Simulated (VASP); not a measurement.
Input:

```yaml
crystal:
  lattice:
    - [-1.36177, 1.36177, 1.36177]
    - [1.36177, -1.36177, 1.36177]
    - [1.36177, 1.36177, -1.36177]
  atoms:
    - { symbol: Li, position: [0.00000, 0.00000, 0.00000] }
```

Method: PBEsol GGA, VASP's PBE PAW potentials (set 64) (plane waves; VASP). Settings: 620 eV cut-off, 19×19×19 Γ-centred mesh, first-order Methfessel-Paxton smearing of 0.10 eV, potentials Li_sv.

Task: What does the run give for the energy per atom (σ→0), pressure, band gap (on the k-mesh) with the smallest direct gap where there is one?

Result: 
```
Quantity                                                     Value
------------------------  ----------------------------------------
band gap (on the k-mesh)  none (metal, semimetal or under 0.01 eV)
energy per atom (σ→0)                               -1.386 eV/atom
pressure                                                 29.98 GPa
```

Total energies compare only between runs with the same potentials, cut-off and functional.

The compound is Li in the bcc structure. It was relaxed first under an external pressure of 30 GPa.
